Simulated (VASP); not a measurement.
Data:

```yaml
crystal:
  lattice:
    - [1.37670, -2.38451, 0.00000]
    - [1.37670, 2.38451, 0.00000]
    - [0.00000, 0.00000, 4.40456]
  atoms:
    - { symbol: Tc, position: [0.33333, 0.66667, 0.25000] }
    - { symbol: Tc, position: [0.66667, 0.33333, 0.75000] }
```

All values below come from PW91 GGA, VASP's PBE PAW potentials (set 64) (plane waves; VASP 6.6.1). Numerical set-up: 520 eV cut-off, 17×17×9 Γ-centred mesh, tetrahedra with Blöchl corrections, potentials Tc_pv.

Problem. Predict the energy per atom (σ→0), band gap (on the k-mesh) with the smallest direct gap where there is one.

Solution. 
band gap (on the k-mesh): none (metal, semimetal or under 0.01 eV)
energy per atom (σ→0): -10.319 eV/atom

Total energies compare only between runs with the same potentials, cut-off and functional.

The compound is Tc in the hcp structure. It was relaxed first.
